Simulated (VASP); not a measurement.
```
SnO
1.0
    3.78914     0.00000     0.00000
    0.00000     3.78914     0.00000
    0.00000     0.00000     4.90310
Sn O
2 2
Direct
  0.50000   0.00000   0.76801
  0.00000   0.50000   0.23199
  0.50000   0.50000   0.00000
  0.00000   0.00000   0.00000
```

The numbers are results of PW91 GGA, VASP's PBE PAW potentials (set 64) (plane waves; VASP 6.6.1), not measurements. Run with 520 eV cut-off, 6×6×5 Γ-centred mesh, Gaussian smearing of 0.050 eV, potentials Sn_d O.

Without a dispersion term in the relaxation, distances and binding between the weakly bound layers, chains or molecules are unreliable, and so is what depends on them.

**Question.** The ions and cell shape at fixed volume are relaxed. What does this cell relax into?

**Answer.** 
```
SnO
1.0
    3.83707     0.00000     0.00000
    0.00000     3.83707     0.00000
    0.00000     0.00000     4.78136
Sn O
2 2
Direct
  0.50000   0.00000   0.75676
  0.00000   0.50000   0.24324
  0.50000   0.50000   0.00000
  0.00000   0.00000   0.00000
```
Space group P4/nmm (129), at a tolerance of 0.03 Å.

**Question.** How much energy does the relaxation gain?

**Answer.** The energy (σ→0) changes by -13.4 meV/atom, in 5 ionic steps.

The compound is SnO in the litharge structure. This cell is one point of a volume scan, at 0.94 of the reference volume. Symmetry was kept, so distortions that lower it aren't found.
